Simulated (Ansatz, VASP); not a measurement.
# Al6Si in two plane-wave programs, part 2 of 2

One calculation is typed for both programs; each brings its own data sets. How far apart do they land? The cell is generated by rule, not measured, and may not be a known phase. The cell is taken from a series of runs on this material, whose earlier steps may have relaxed, scaled, displaced or heated it; both programs get it as it stands.

VASP 6.6.1 and Ansatz 0.2.0.

So far. Step 3 (VASP: single point, PBEsol, pair 1): The run ends at a pressure of -0.59 GPa, with forces up to 0.19 eV/Å. Step 5 (Ansatz: single point, PBEsol, pair 2): The run ends at a pressure of -1.30 GPa, with forces up to 0.30 eV/Å.

## (6) VASP: single point, PBEsol, pair 2

Level of this step: PBEsol; plane waves and PAW (Si, Al); invented cell (VASP).

The same cell, functional, mesh and smearing now go to VASP, with its own data sets.

Input file INCAR:

```
SYSTEM = Al6Si
PREC = Accurate
ENCUT = 500
EDIFF = 1E-06
NELM = 120
ISMEAR = 1
SIGMA = 0.15
LREAL = .FALSE.
ALGO = Normal
GGA = PS
NBANDS = 18
LORBIT = 11
LWAVE = .FALSE.
LCHARG = .FALSE.
ISIF = 2
LASPH = .TRUE.
GGA_COMPAT = .FALSE.
KPAR = 2
```

Input file POSCAR:

```
Al6Si
1.0
    6.1489135354      0.0000000000      0.0000000000
    0.0000000000      6.1489135354      0.0000000000
    0.0000000000      0.0000000000      6.1489135354
Si Al
1 6
Direct
    0.0000000000      0.0000000000      0.0000000000
    0.1974385139      0.5000000000      0.5520417141
    0.5000000000      0.1974385139      0.5000000000
    0.8025614861      0.5000000000      0.4479582859
    0.5000000000      0.8025614861      0.5000000000
    0.4479582859      0.5000000000      0.1974385139
    0.5520417141      0.5000000000      0.8025614861
```

Input file KPOINTS:

```
Automatic mesh
0
Gamma
6 6 6
0 0 0
```

PAW data sets: Si and Al (PBE family, release 64).

Launch:

```bash
> mpirun -np 2 vasp_std
```

Numbers of over 12 decimals in the logs are rounded to 6 here.

The log of the run:

```text
[banner, memory and clock lines left out]
running    2 mpi-ranks, on    1 nodes
[...]
[... a notice as in an earlier step ...]

 LDA part: xc-table for (Slater+PW92), standard interpolation
 POSCAR, INCAR and KPOINTS ok, starting setup
[...]
entering main loop
       N       E                     dE             d eps       ncg     rms          rms(c)
DAV:   1     0.314127491892E+02    0.31413E+02   -0.68879E+03  1584   0.865E+02
DAV:   2    -0.229771887715E+02   -0.54390E+02   -0.52544E+02  2096   0.110E+02
DAV:   3    -0.253442501922E+02   -0.23671E+01   -0.23469E+01  2090   0.232E+01
DAV:   4    -0.253971048965E+02   -0.52855E-01   -0.52813E-01  2212   0.409E+00
[...]
DAV:  15    -0.219773026726E+02    0.66196E-05   -0.33789E-05  1684   0.208E-02    0.966E-03
DAV:  16    -0.219772997736E+02    0.28991E-05   -0.18870E-05  1710   0.790E-03    0.234E-03
DAV:  17    -0.219772996813E+02    0.92275E-07   -0.76683E-07   850   0.361E-03
   1 F= -.21977300E+02 E0= -.21971152E+02  d E =-.184420E-01
```

Parts of OUTCAR (step 6):

```text
  Total       -2.4886021     -0.5025084     -2.4886021      0.0000000      0.0000000     -0.0000000
  in kB      -17.1502672     -3.4630499    -17.1502672      0.0000000      0.0000000     -0.0000002
  external PRESSURE =     -12.5878614 kB  Pullay stress =       0.0000000 kB

 POSITION                                       TOTAL-FORCE (eV/Angst)
 -----------------------------------------------------------------------------------
      0.00000      0.00000      0.00000        -0.000000      0.000000      0.000000
      1.21403      3.07446      3.39446        -0.292072      0.000000      0.089629
      3.07446      1.21403      3.07446        -0.000000      0.065144      0.000000
      4.93488      3.07446      2.75446         0.292072      0.000000     -0.089629
      3.07446      4.93488      3.07446        -0.000000     -0.065144      0.000000
      2.75446      3.07446      1.21403        -0.089629      0.000000     -0.292072
      3.39446      3.07446      4.93488         0.089629      0.000000      0.292072
 -----------------------------------------------------------------------------------
    total drift:                                0.000000     -0.000000     -0.000000

  FREE ENERGIE OF THE ION-ELECTRON SYSTEM (eV)
  ---------------------------------------------------
  free  energy   TOTEN  =       -21.9772996813 eV

  energy  without entropy=      -21.9588577168  energy(sigma->0) =      -21.97115236

[... 2 parts as in an earlier step ...]

[... 1 further part left out ...]
[key lines of the parts left out:]
E-fermi :   1.6770
```

The run ends at a pressure of -1.26 GPa, with forces up to 0.31 eV/Å.

## (7) Differences

Compared:

```csv
quantity,Ansatz,VASP,difference
pressure (GPa),-1.30,-1.26,-0.04
```

Forces (eV/Å; atoms numbered as in POSCAR):

```csv
atom,"Ansatz x, y, z","VASP x, y, z"
Si1,"0.000, 0.000, 0.000","0.000, 0.000, 0.000"
Al2,"-0.291, 0.000, 0.087","-0.292, 0.000, 0.090"
Al3,"0.000, 0.064, 0.000","0.000, 0.065, 0.000"
Al4,"0.291, 0.000, -0.087","0.292, 0.000, -0.090"
Al5,"0.000, -0.064, 0.000","0.000, -0.065, 0.000"
Al6,"-0.087, 0.000, -0.291","-0.090, 0.000, -0.292"
Al7,"0.087, 0.000, 0.291","0.090, 0.000, 0.292"
```

The forces differ by 1.3 meV/Å r.m.s., which is 0.9 % of the r.m.s. force of 0.135 eV/Å (both taken over all components).

## (8) VASP: single point, PBEsol, pair 3

With cell and atoms fixed, the geometry can't cause a difference; cores, projectors, grids and the points listed under the comparison can.

INCAR is that of step 6.

Input file POSCAR:

```
Al6Si
1.0
    6.1489135354      0.0000000000      0.0000000000
    0.0000000000      6.1489135354      0.0000000000
    0.0000000000      0.0000000000      6.1489135354
Si Al
1 6
Direct
    0.0000000000      0.0000000000      0.0000000000
    0.1974385139      0.5000000000      0.5731836604
    0.5000000000      0.1974385139      0.5000000000
    0.8025614861      0.5000000000      0.4268163396
    0.5000000000      0.8025614861      0.5000000000
    0.4268163396      0.5000000000      0.1974385139
    0.5731836604      0.5000000000      0.8025614861
```

KPOINTS is that of step 6.

Launch:

```bash
> mpirun -np 2 vasp_std
```

The log of the run:

```text
[... set-up lines as in an earlier step ...]
 entering main loop
       N       E                     dE             d eps       ncg     rms          rms(c)
DAV:   1     0.302904828230E+02    0.30290E+02   -0.68732E+03  1584   0.865E+02
DAV:   2    -0.227625694380E+02   -0.53053E+02   -0.51304E+02  2092   0.109E+02
DAV:   3    -0.250837926911E+02   -0.23212E+01   -0.22935E+01  2116   0.229E+01
DAV:   4    -0.251349846708E+02   -0.51192E-01   -0.51148E-01  2232   0.398E+00
[...]
DAV:  15    -0.220298938065E+02   -0.12507E-05   -0.50841E-06  1648   0.793E-03    0.727E-03
DAV:  16    -0.220298927056E+02    0.11009E-05   -0.71451E-06  1568   0.702E-03    0.598E-04
DAV:  17    -0.220298927405E+02   -0.34921E-07   -0.32846E-07   848   0.267E-03
   1 F= -.22029893E+02 E0= -.22025857E+02  d E =-.121075E-01
```

Parts of OUTCAR (step 8):

```text
  Total       -4.6191316     -0.9536676     -4.6191316      0.0000000      0.0000000     -0.0000000
  in kB      -31.8328675     -6.5722254    -31.8328675      0.0000000      0.0000000     -0.0000001
  external PRESSURE =     -23.4126535 kB  Pullay stress =       0.0000000 kB

 POSITION                                       TOTAL-FORCE (eV/Angst)
 -----------------------------------------------------------------------------------
      0.00000      0.00000      0.00000        -0.000000      0.000000      0.000000
      1.21403      3.07446      3.52446        -0.397087      0.000000      0.114973
      3.07446      1.21403      3.07446        -0.000000      0.100883     -0.000000
      4.93488      3.07446      2.62446         0.397087      0.000000     -0.114973
      3.07446      4.93488      3.07446        -0.000000     -0.100883      0.000000
      2.62446      3.07446      1.21403        -0.114973      0.000000     -0.397087
      3.52446      3.07446      4.93488         0.114973     -0.000000      0.397087
 -----------------------------------------------------------------------------------
    total drift:                                0.000000     -0.000000     -0.000000

  FREE ENERGIE OF THE ION-ELECTRON SYSTEM (eV)
  ---------------------------------------------------
  free  energy   TOTEN  =       -22.0298927405 eV

  energy  without entropy=      -22.0177852086  energy(sigma->0) =      -22.02585690

[... 2 parts as in an earlier step ...]

[... 1 further part left out ...]
[key lines of the parts left out:]
E-fermi :   1.7347
```

The run ends at a pressure of -2.34 GPa, with forces up to 0.41 eV/Å.

## (9) Ansatz: single point, PBEsol, pair 3

The same cell, functional, mesh and smearing now go to Ansatz, which takes its cutoff from its data sets.

The cell is taken from a series of runs on this material, whose earlier steps may have relaxed, scaled, displaced or heated it; both programs get it as it stands.

Input file input.yaml:

```yaml
crystal:
  lattice:
    - [6.1489135354, 0.0, 0.0]
    - [0.0, 6.1489135354, 0.0]
    - [0.0, 0.0, 6.1489135354]
  atoms:
    - { symbol: Si, position: [0.0, 0.0, 0.0] }
    - { symbol: Al, position: [0.1974385139, 0.5, 0.5731836604] }
    - { symbol: Al, position: [0.5, 0.1974385139, 0.5] }
    - { symbol: Al, position: [0.8025614861, 0.5, 0.4268163396] }
    - { symbol: Al, position: [0.5, 0.8025614861, 0.5] }
    - { symbol: Al, position: [0.4268163396, 0.5, 0.1974385139] }
    - { symbol: Al, position: [0.5731836604, 0.5, 0.8025614861] }
kpoints:
  mp_grid: { grid: [6, 6, 6] }
hamiltonian:
  xc: pbesol
scf:
  occupations: { method: methfessel_paxton, width: 0.15 }
output:
  forces: true
  stress: true
  eigenvalues: true
```

Launch:

```bash
> ansatz run input.yaml --threads 8 --pin off --max-ram 14336MiB --backend cpu --events-out ev --progress --plain --runs-dir out
```

The log of the run:

```text
[...]
Crystal: 7 atoms, lattice volume = 232.485 Å³
Basis set: ecut = 420 eV, 4553 PW (Γ), exchange–correlation on 90×90×90 points (8 copies of the dense FFT grid, shifted against one another)
Bands: 18, of which v1, the nominal top of the filled ones, is band 11 counted from 1 (10 counted from 0)
Symmetry: 8 space group operations
[...]
k-points: 44 of 216
[...]
k-point 0: bands = [... 7 lower, -0.7204, 1.7356, 1.7611, 1.7611, 2.0804, 2.1295, 2.1295, 3.4065, ... 3 higher]
  k-point 1: bands = [... 7 lower, -0.4630, 1.2573, 1.3349, 1.8618, 2.1517, 2.2975, 2.3150, 3.1069, ... 3 higher]
  k-point 2: bands = [... 7 lower, 0.5864, 0.7194, 0.8464, 2.0629, 2.1991, 2.4650, 2.5044, 2.6808, ... 3 higher]
  k-point 43: bands = [... 7 lower, -0.1748, 1.6821, 1.8927, 1.8927, 2.7738, 2.7826, 2.7826, 3.6630, ... 3 higher]
[key lines of the parts left out:]
SCF converged after 8 iterations
Free energy (F): -3760.514490 eV
Fermi energy:    1.738425 eV
P = ⅓ Tr σ = -2.3760 GPa (-23.760 kbar)
```

The run ends at a pressure of -2.38 GPa, with forces up to 0.41 eV/Å.

## (10) Side by side

The two programs side by side:

```csv
quantity,Ansatz,VASP,difference
pressure (GPa),-2.38,-2.34,-0.03
```

Forces (eV/Å; atoms numbered as in POSCAR):

```csv
atom,"Ansatz x, y, z","VASP x, y, z"
Si1,"0.000, 0.000, 0.000","0.000, 0.000, 0.000"
Al2,"-0.393, 0.000, 0.112","-0.397, 0.000, 0.115"
Al3,"0.000, 0.098, 0.000","0.000, 0.101, 0.000"
Al4,"0.393, 0.000, -0.112","0.397, 0.000, -0.115"
Al5,"0.000, -0.098, 0.000","0.000, -0.101, 0.000"
Al6,"-0.112, 0.000, -0.393","-0.115, 0.000, -0.397"
Al7,"0.112, 0.000, 0.393","0.115, 0.000, 0.397"
```

The forces differ by 2.3 meV/Å r.m.s., which is 1.3 % of the r.m.s. force of 0.183 eV/Å (both taken over all components).

## (11) Results

| Property | Result |
| --- | --- |
| r.m.s. force difference (single point, PBEsol, pair 1) | 0.71 meV/Å |
| r.m.s. force difference (single point, PBEsol, pair 2) | 1.3 meV/Å |
| r.m.s. force difference (single point, PBEsol, pair 3) | 2.3 meV/Å |

The r.m.s. force difference is 2.3 meV/Å (single point, PBEsol, pair 3), within the 12 meV/Å picked in this series as the mark of a large difference. 5 further runs of this series are not shown here. How closely two codes agree says nothing of how well the functional describes the real material.

[Lines on the potential files, build, host, timing and source positions are cut from VASP's logs without a mark.]

[Logs are printed without paths, hosts, clocks, repeated set-up lines and the standing remarks that a program may print on its own settings, such as how far it seeks lower states.]

[Hosts, paths, dates, database ids (printed as entryN), source tags and the programs' standing remarks are cut or masked in the printed files.]
